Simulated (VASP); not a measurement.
# Cs2NaSnSe6 (Fm-3m) in VASP: notebook

One crystal, Cs2NaSnSe6, is run at these levels: PBE; tasks: single point.

Program: VASP 6.6.1. These are calculated values, not measurements. Logs are shortened: lines on timing, memory, paths and dates and some standing lists are left out, and cuts for length are marked.

### Step 1. The structure

The structure is cubic, space group Fm-3m (No. 225). The conventional cell has a = 10.388 Å, b = 10.388 Å, c = 10.388 Å, α = 90.00°, β = 90.00°, γ = 90.00°. Se (site symmetry 4mm) has 1 Sn at 2.49 Å and 1 Na at 2.70 Å as nearest neighbours. Around Na (site symmetry m-3m) lie 6 Se at 2.70 Å. Around Sn (site symmetry m-3m) lie 6 Se at 2.49 Å. Cs (site symmetry -43m) is surrounded by 12 Se at 3.67 Å.

The cell was built by a generator and needn't be a form met in nature.

### Step 2. Single point, PBE

File INCAR:

```
SYSTEM = Cs2NaSnSe6
  ALGO = Normal
  EDIFF = 1E-7
  ENCUT = 520
  GGA = PE
  ISIF = 2
  ISMEAR = -1
  LASPH = .True.
  LCHARG = .False.
  LREAL = .False.
  LWAVE = .False.
  NBANDS = 48
  NELM = 80
  PREC = Accurate
  SIGMA = 0.1
```

File KPOINTS:

```
k-points
0
Gamma
  3 3 3
  0 0 0
```

File POSCAR:

```
Cs2NaSnSe6
1.0
    0.0000000000      5.1941970000      5.1941970000
    5.1941970000      0.0000000000      5.1941970000
    5.1941970000      5.1941970000      0.0000000000
Se Na Sn Cs
6 1 1 2
Direct
    0.7600000000      0.2400000000      0.2400000000
    0.2400000000      0.7600000000      0.2400000000
    0.2400000000      0.7600000000      0.7600000000
    0.7600000000      0.2400000000      0.7600000000
    0.2400000000      0.2400000000      0.7600000000
    0.7600000000      0.7600000000      0.2400000000
    0.5000000000      0.5000000000      0.5000000000
    0.0000000000      0.0000000000      0.0000000000
    0.2500000000      0.2500000000      0.2500000000
    0.7500000000      0.7500000000      0.7500000000
```

Potentials or basis: VASP PAW PBE potentials, release 64 (Se, Na_pv, Sn_d, Cs_sv).

On the command line:

```sh
> cat potpaw_PBE.64/Se/POTCAR potpaw_PBE.64/Na_pv/POTCAR potpaw_PBE.64/Sn_d/POTCAR potpaw_PBE.64/Cs_sv/POTCAR > POTCAR
> mpirun -np 1 vasp_std > vasp.out
```

OUTCAR:

```text
SYSTEM = Cs2NaSnSe6
   EDIFF = 1E-7
   ENCUT = 520
   GGA = PE
   ISIF = 2
   ISMEAR = -1
   LASPH = .True.
   LREAL = .False.
   NELM = 80
   PREC = Accurate

 ion  position               nearest neighbor table
   1  0.760  0.240  0.240-   8 2.49   7 2.70
   2  0.240  0.760  0.240-   8 2.49   7 2.70
   3  0.240  0.760  0.760-   8 2.49   7 2.70
   4  0.760  0.240  0.760-   8 2.49   7 2.70
   5  0.240  0.240  0.760-   8 2.49   7 2.70
   6  0.760  0.760  0.240-   8 2.49   7 2.70
   7  0.500  0.500  0.500-   1 2.70   2 2.70   3 2.70   4 2.70   5 2.70   6 2.70
   8  0.000  0.000  0.000-   1 2.49   2 2.49   3 2.49   4 2.49   5 2.49   6 2.49
   9  0.250  0.250  0.250-
  10  0.750  0.750  0.750-

  LATTYP: Found a face centered cubic cell.
 ALAT       =    10.3883940000

  Lattice vectors:

 A1 = (   0.0000000000,   5.1941970000,   5.1941970000)
 A2 = (   5.1941970000,   0.0000000000,   5.1941970000)
 A3 = (   5.1941970000,   5.1941970000,   0.0000000000)

Analysis of symmetry for initial positions (statically):
=====================================================================
 Subroutine PRICEL returns:
 Original cell was already a primitive cell.

 Routine SETGRP: Setting up the symmetry group for a
 face centered cubic supercell.

 Subroutine GETGRP returns: Found 48 space group operations
 (whereof 48 operations were pure point group operations)
 out of a pool of 48 trial point group operations.

The static configuration has the point symmetry O_h .

Analysis of symmetry for dynamics (positions and initial velocities):
=====================================================================
 Subroutine PRICEL returns:
 Original cell was already a primitive cell.

 Routine SETGRP: Setting up the symmetry group for a
 face centered cubic supercell.

 Subroutine GETGRP returns: Found 48 space group operations
 (whereof 48 operations were pure point group operations)
 out of a pool of 48 trial point group operations.

The dynamic configuration has the point symmetry O_h .

 Subroutine INISYM returns: Found 48 space group operations
 (whereof 48 operations are pure point group operations),
 and found     1 'primitive' translations

----------------------------------------------------------------------------------------

                                     Primitive cell

  volume of cell :     280.2756

  direct lattice vectors                    reciprocal lattice vectors
     0.000000000  5.194197000  5.194197000    -0.096261270  0.096261270  0.096261270
     5.194197000  0.000000000  5.194197000     0.096261270 -0.096261270  0.096261270
     5.194197000  5.194197000  0.000000000     0.096261270  0.096261270 -0.096261270

  length of vectors
     7.345703843  7.345703843  7.345703843     0.166729410  0.166729410  0.166729410

  position of ions in fractional coordinates (direct lattice)
     0.760000000  0.240000000  0.240000000
     0.240000000  0.760000000  0.240000000
     0.240000000  0.760000000  0.760000000
     0.760000000  0.240000000  0.760000000
     0.240000000  0.240000000  0.760000000
     0.760000000  0.760000000  0.240000000
     0.500000000  0.500000000  0.500000000
     0.000000000  0.000000000  0.000000000
     0.250000000  0.250000000  0.250000000
     0.750000000  0.750000000  0.750000000

  ion indices of the primitive-cell ions
   primitive index   ion index
                 1           1
                 2           2
                 3           3
                 4           4
                 5           5
                 6           6
                 7           7
                 8           8
                 9           9
                10          10

----------------------------------------------------------------------------------------

 KPOINTS: k-points

Automatic generation of k-mesh.
 Grid dimensions read from file:
 generate k-points for:    3    3    3

 Generating k-lattice:

  Cartesian coordinates                     Fractional coordinates (reciprocal lattice)
    -0.032087090  0.032087090  0.032087090     0.333333333  0.000000000  0.000000000
     0.032087090 -0.032087090  0.032087090     0.000000000  0.333333333  0.000000000
     0.032087090  0.032087090 -0.032087090     0.000000000  0.000000000  0.333333333

  Length of vectors
     0.055576470  0.055576470  0.055576470

  Shift w.r.t. Gamma in fractional coordinates (k-lattice)
     0.000000000  0.000000000  0.000000000

 Subroutine IBZKPT returns following result:
 ===========================================

 Found      4 irreducible k-points:

 Following reciprocal coordinates:
            Coordinates               Weight
  0.000000  0.000000  0.000000      1.000000
  0.333333  0.000000  0.000000      8.000000
  0.333333  0.333333  0.000000      6.000000
 -0.333333  0.333333  0.000000     12.000000
   k-points           NKPTS =      4   k-points in BZ     NKDIM =      4   number of bands    NBANDS=     48
   number of dos      NEDOS =    301   number of ions     NIONS =     10
   total plane-waves  NPLWV = 175616
   dimension x,y,z NGX =    56 NGY =   56 NGZ =   56
   dimension x,y,z NGXF=   112 NGYF=  112 NGZF=  112
   ions per type =               6   1   1   2
   NGX,Y,Z   is equivalent  to a cutoff of  12.67, 12.67, 12.67 a.u.
   NGXF,Y,Z  is equivalent  to a cutoff of  25.35, 25.35, 25.35 a.u.
 SYSTEM =  Cs2NaSnSe6
   PREC   = accura    normal or accurate (medium, high low for compatibility)
   ISTART =      0    job   : 0-new  1-cont  2-samecut
   ICHARG =      2    charge: 1-file 2-atom 10-const
   ISPIN  =      1    spin polarized calculation?
   LNONCOLLINEAR =      F non collinear calculations
   LSORBIT =      F    spin-orbit coupling
   LASPH  =      T    aspherical Exc in radial PAW
   ENCUT  =  520.0 eV  38.22 Ry    6.18 a.u.  13.66 13.66 13.66*2*pi/ulx,y,z
   NELM   =     80;   NELMIN=  2; NELMDL= -5     # of ELM steps
   EDIFF  = 0.1E-06   stopping-criterion for ELM
   LREAL  =      F    real-space projection
   EDIFFG = 0.1E-05   stopping-criterion for IOM
   NSW    =      0    number of steps for IOM
   IBRION =     -1    ionic relax: 0-MD 1-quasi-New 2-CG
   NFREE  =      0    steps in history (QN), initial steepest desc. (CG)
   ISIF   =      2    stress and relaxation
   ISYM   =      2    0-nonsym 1-usesym 2-fastsym
   POTIM  = 0.5000    time-step for ionic-motion
   TEBEG  =    0.0;   TEEND  =   0.0 temperature during run
   PSTRESS=    0.0 pullay stress
   NELECT =      75.0000    total number of electrons
   NUPDOWN=      -1.0000    fix difference up-down
   EMIN   =  10.00;   EMAX   =-10.00  energy-range for DOS
   EFERMI =   0.00;   METHOD = LEGACY
   ISMEAR =    -1;   SIGMA  =   0.10  broadening in eV -4-tet -1-fermi 0-gaus
   EFERMI_NEDOS =   21; number of points for ismear=-14 and -15
   IALGO  =     38    algorithm
   IMIX   =      4    mixing-type and parameters
     AMIX     =   0.40;   BMIX     =  1.00
     AMIX_MAG =   1.60;   BMIX_MAG =  1.00
  volume/ion in A,a.u.               =      28.03       189.14
  Fermi-wavevector in a.u.,A,eV,Ry     =   1.054954  1.993574 15.142303  1.112928
  Thomas-Fermi vector in A             =   2.190134
   LORBIT       =      0    0 simple, 1 ext, 2 COOP (PROOUT), +10 PAW based schemes
   GGA     = PE    functional components
   LHFCALC =     F    Hartree Fock is set to
   AEXX    =    0.0000 exact exchange contribution
   IVDW    =     0    specifies the selected vdW correction
   LEPSILON=     F    determine dielectric tensor
   LRPA    =     F    only Hartree local field effects (RPA)
 non-spin polarized calculation
  energy-cutoff  :      520.00
  volume of cell :      280.28
 maximum number of plane-waves:      7631
 NGX is ok and might be reduce to    54
   NGX = 27   NGY = 27   NGZ = 27

 number of electron      75.0000007 magnetization

 Free energy of the ion-electron system (eV)
  ---------------------------------------------------
  ext. energy  EPLUGINS =         0.00000000
  ---------------------------------------------------
  free energy    TOTEN  =       -30.09058518 eV

  energy without entropy =      -29.76073279  energy(sigma->0) =      -29.92565898

 E-fermi :   2.2865     XC(G=0):  -9.0925

 val. band max:        2.1805233596   @ k =  -0.3333   0.3333   0.0000
 cond. band min:       2.3494513124   @ k =   0.3333   0.0000   0.0000
 fundamental gap:      0.1689279527
 Fermi energy:         2.2865363020

 k-point     1 :       0.0000    0.0000    0.0000
  band No.  band energies     occupation
      1     -20.3823      2.00000
      2     -20.3823      2.00000
      3     -20.3823      2.00000
      4     -18.9760      2.00000
      5     -18.9760      2.00000
      6     -18.7894      2.00000
[... 40 lines left out ...]
     47       7.3290      0.00000
     48       7.5113      0.00000

 k-point     2 :       0.3333    0.0000    0.0000
  band No.  band energies     occupation
      1     -20.3823      2.00000
      2     -20.3823      2.00000
      3     -20.3823      2.00000
      4     -18.9760      2.00000
      5     -18.9760      2.00000
      6     -18.7895      2.00000
[... 40 lines left out ...]
     47       8.4671      0.00000
     48       8.4675      0.00000

 k-point     3 :       0.3333    0.3333    0.0000
  band No.  band energies     occupation
      1     -20.3823      2.00000
      2     -20.3823      2.00000
      3     -20.3823      2.00000
      4     -18.9762      2.00000
      5     -18.9760      2.00000
      6     -18.7895      2.00000
[... 40 lines left out ...]
     47       8.5518      0.00000
     48       8.9096      0.00000

 k-point     4 :      -0.3333    0.3333    0.0000
  band No.  band energies     occupation
      1     -20.3823      2.00000
      2     -20.3823      2.00000
      3     -20.3823      2.00000
      4     -18.9761      2.00000
      5     -18.9760      2.00000
      6     -18.7895      2.00000
[... 40 lines left out ...]
     47       9.0028      0.00000
     48       9.0399      0.00000

------------------------ aborting loop because EDIFF is reached ----------------------------------------

  FORCE on cell =-STRESS in cart. coord.  units (eV):
  Direction    XX          YY          ZZ          XY          YZ          ZX
  --------------------------------------------------------------------------------------
  -------------------------------------------------------------------------------------
  Total       13.4867032     13.4867032     13.4867032     -0.0000000     -0.0000000     -0.0000000
  in kB       77.0958740     77.0958740     77.0958740     -0.0000000     -0.0000000     -0.0000000
  external PRESSURE =      77.0958740 kB  Pullay stress =       0.0000000 kB

 VOLUME and BASIS-vectors are now :
 -----------------------------------------------------------------------------
  energy-cutoff  :      520.00
  volume of cell :      280.28
      direct lattice vectors                 reciprocal lattice vectors
     0.000000000  5.194197000  5.194197000    -0.096261270  0.096261270  0.096261270
     5.194197000  0.000000000  5.194197000     0.096261270 -0.096261270  0.096261270
     5.194197000  5.194197000  0.000000000     0.096261270  0.096261270 -0.096261270

 POSITION                                       TOTAL-FORCE (eV/Angst)
 -----------------------------------------------------------------------------------
      2.49321      5.19420      5.19420         1.333994     -0.000000      0.000000
      5.19420      2.49321      5.19420        -0.000000      1.333994      0.000000
      7.89518      5.19420      5.19420        -1.333994     -0.000000      0.000000
      5.19420      7.89518      5.19420        -0.000000     -1.333994      0.000000
      5.19420      5.19420      2.49321        -0.000000     -0.000000      1.333994
      5.19420      5.19420      7.89518        -0.000000     -0.000000     -1.333994
      5.19420      5.19420      5.19420        -0.000000     -0.000000      0.000000
      0.00000      0.00000      0.00000        -0.000000     -0.000000      0.000000
      2.59710      2.59710      2.59710        -0.000000     -0.000000     -0.000000
      7.79130      7.79130      7.79130        -0.000000     -0.000000      0.000000
 -----------------------------------------------------------------------------------
    total drift:                                0.000000      0.000000      0.000000

  FREE ENERGIE OF THE ION-ELECTRON SYSTEM (eV)
  ---------------------------------------------------
  free  energy   TOTEN  =       -30.0905851781 eV

  energy  without entropy=      -29.7607327873  energy(sigma->0) =      -29.92565898
```

It took 68 s on 1 thread of Intel Xeon Platinum 8488C (Sapphire Rapids), shared host; peak memory 0.45 GiB.

What came out:

```
Free energy            : -30.0906 eV
Pressure               : 7.7 GPa
Largest force          : 1.334 eV/Å
Band gap on the k mesh : none (metal or under the smearing width)
```

Forces on the atoms (eV/Å):
```
Se   1.334  0.000  0.000
Se   0.000  1.334  0.000
Se  -1.334  0.000  0.000
Se   0.000 -1.334  0.000
Se   0.000  0.000  1.334
Se   0.000  0.000 -1.334
Na   0.000  0.000  0.000
Sn   0.000  0.000  0.000
Cs   0.000  0.000  0.000
Cs   0.000  0.000  0.000
```

Caveat: forces of over 1 eV/Å show positions far from the minimum, so gaps and moduli don't describe the material at rest.

### Step 3. Single point, PBE

File INCAR:

```
SYSTEM = Cs2NaSnSe6
PREC = Accurate
ENCUT = 520
EDIFF = 1E-6
ISMEAR = -1
SIGMA = 0.1
LREAL = .FALSE.
LASPH = .TRUE.
NELM = 60
ALGO = Fast
ISIF = 2
LWAVE = .FALSE.
LCHARG = .FALSE.
GGA = PE
NBANDS = 48
```

File KPOINTS:

```
regular mesh
0
G
  3 3 3
  0 0 0
```

POSCAR is that of step 2.

Potentials or basis: VASP PAW PBE potentials, release 64 (Se, Na_pv, Sn_d, Cs_sv).

On the command line:

```sh
> cat potpaw_PBE.64/Se/POTCAR potpaw_PBE.64/Na_pv/POTCAR potpaw_PBE.64/Sn_d/POTCAR potpaw_PBE.64/Cs_sv/POTCAR > POTCAR
> mpirun -np 1 vasp_std > vasp.out
```

Run time: 87 s. Hardware: 1 thread of Intel Xeon Platinum 8488C (Sapphire Rapids), shared host; peak memory 0.43 GiB.

Results (log left out):

```
Free energy            : -30.0906 eV
Pressure               : 7.7 GPa
Largest force          : 1.334 eV/Å
Band gap on the k mesh : none (metal or under the smearing width)
```

Forces on the atoms (eV/Å):
```
Se   1.334  0.000  0.000
Se   0.000  1.334  0.000
Se  -1.334  0.000  0.000
Se   0.000 -1.334  0.000
Se   0.000  0.000  1.334
Se   0.000  0.000 -1.334
Na   0.000  0.000  0.000
Sn   0.000  0.000  0.000
Cs   0.000  0.000  0.000
Cs   0.000  0.000  0.000
```

Levels at points of the mesh, in eV from the Fermi level:
```
           k point  band 34  band 35  band 36  band 37  band 38  band 39  band 40  band 41
(0.00, 0.00, 0.00)    -0.13     0.14     0.14     0.14     0.73     0.73     0.73     1.46
```

Caveat: forces of over 1 eV/Å show positions far from the minimum, so gaps and moduli don't describe the material at rest.

### Step 4. Single point, PBE

File INCAR:

```
SYSTEM = Cs2NaSnSe6
  PREC = Accurate
  ENCUT = 520
  EDIFF = 1E-6
  ISMEAR = -1
  SIGMA = 0.1
  LREAL = .False.
  LASPH = .True.
  NELM = 60
  ALGO = Normal
  ISIF = 2
  LWAVE = .False.
  LCHARG = .False.
  GGA = PE
  NBANDS = 48
  NELECT = 76.0
```

File KPOINTS:

```
Automatic mesh
0
Gamma
  3 3 3
  0 0 0
```

POSCAR is that of step 3.

On the command line:

```sh
> cat potpaw_PBE.64/Se/POTCAR potpaw_PBE.64/Na_pv/POTCAR potpaw_PBE.64/Sn_d/POTCAR potpaw_PBE.64/Cs_sv/POTCAR > POTCAR
> mpirun -np 1 vasp_std > vasp.out
```

Wall time 76 s (1 thread of Intel Xeon Platinum 8488C (Sapphire Rapids), shared host); peak memory 0.44 GiB.

Results (log left out):

```
Free energy            : -27.6976 eV
Largest force          : 1.344 eV/Å
Band gap on the k mesh : none (metal or under the smearing width)
```

Forces on the atoms (eV/Å):
```
Se   1.344  0.000  0.000
Se   0.000  1.344  0.000
Se  -1.344  0.000  0.000
Se   0.000 -1.344  0.000
Se   0.000  0.000  1.344
Se   0.000  0.000 -1.344
Na   0.000  0.000  0.000
Sn   0.000  0.000  0.000
Cs   0.000  0.000  0.000
Cs   0.000  0.000  0.000
```

Levels at points of the mesh, in eV from the Fermi level:
```
           k point  band 35  band 36  band 37  band 38  band 39  band 40  band 41  band 42
(0.00, 0.00, 0.00)     0.03     0.03     0.03     0.63     0.63     0.63     1.27     4.15
```

Caveat: the cell carries a net charge on a neutralising background, which shifts energy and pressure; the cell is charged against a uniform background, so pressure and absolute levels hang on convention; forces of over 1 eV/Å show positions far from the minimum, so gaps and moduli don't describe the material at rest. Spin-orbit coupling is left out, which matters for the levels of Cs.
